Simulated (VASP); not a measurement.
Computed with PBE GGA with spin-orbit coupling, VASP's PBE PAW potentials (set 64) (plane waves; VASP 6.6.1).

VASP ran on this input.

### KPOINTS
```
Automatic mesh
0
Gamma
6 6 6
0 0 0
```

INCAR:
```
SYSTEM = Ta3Si
PREC = Accurate; ENCUT = 300; LREAL = .FALSE.
LASPH = .TRUE.
EDIFF = 1E-6; NELM = 100; ALGO = Normal
LMAXMIX = 6
ISMEAR = -1; SIGMA = 0.1
GGA = PE; GGA_COMPAT = .FALSE.
MAGMOM = 12*0.0; LSORBIT = .TRUE.; LNONCOLLINEAR = .TRUE.
ISIF = 2
LWAVE = .FALSE.; LCHARG = .FALSE.; LORBIT = 11
```

File POSCAR:
```
Ta3Si
1
    0.0000000000     3.4777930000     3.4777930000
    3.4777930000     0.0000000000     3.4777930000
    3.4777930000     3.4777930000     0.0000000000
Si Ta
1 3
Direct
  0.0000000000   0.0000000000   0.0000000000
  0.5000000000   0.5000000000   0.5000000000
  0.2500000000   0.2500000000   0.2500000000
  0.7500000000   0.7500000000   0.7500000000
```

POTCAR, in this order: Si Ta_pv (PBE.64 set). Program: vasp_ncl.

At this cut-off the stress carries a Pulay error, which pulls relaxed volumes low.

**Question.** What does the run give for the energy per atom (σ→0), pressure, band gap (on the k-mesh)?

**Answer.** 
- energy per atom (σ→0): -10.354 eV/atom
- band gap (on the k-mesh): none (metal, semimetal or under 0.01 eV)
- pressure: -263.9 kbar

File OSZICAR:
```
...
DAV:   8    -0.414826731366E+02    0.36511E-01   -0.22252E-01  1828   0.333E+00    0.789E-01
DAV:   9    -0.414800291976E+02    0.26439E-02   -0.23942E-02  1708   0.105E+00    0.330E-01
DAV:  10    -0.414801211142E+02   -0.91917E-04   -0.13989E-03  1824   0.308E-01    0.161E-01
DAV:  11    -0.414801743333E+02   -0.53219E-04   -0.15381E-04  1828   0.947E-02    0.305E-02
DAV:  12    -0.414801705561E+02    0.37772E-05   -0.15206E-05  1748   0.304E-02    0.142E-02
DAV:  13    -0.414801664421E+02    0.41140E-05   -0.15318E-06  1136   0.113E-02    0.254E-03
DAV:  14    -0.414801661955E+02    0.24663E-06   -0.15884E-07   848   0.273E-03
   1 F= -.41480166E+02 E0= -.41416216E+02  d E =-.127901E+00  mag=    -0.0000     0.0000     0.0000
```

The structure was generated: Ta3Si was put into an ordered model structure, which need not be its known phase. The cell was not relaxed at this level. The run is one of a series of settings (GGA_COMPAT = .FALSE., LNONCOLLINEAR = .TRUE., LSORBIT = .TRUE., MAGMOM = 0.0 0.0 0.0 0.0 0.0 0.0 0.0 0.0 0.0 0.0 0.0 0.0, program vasp_ncl against the base run), some of them coarse on purpose.
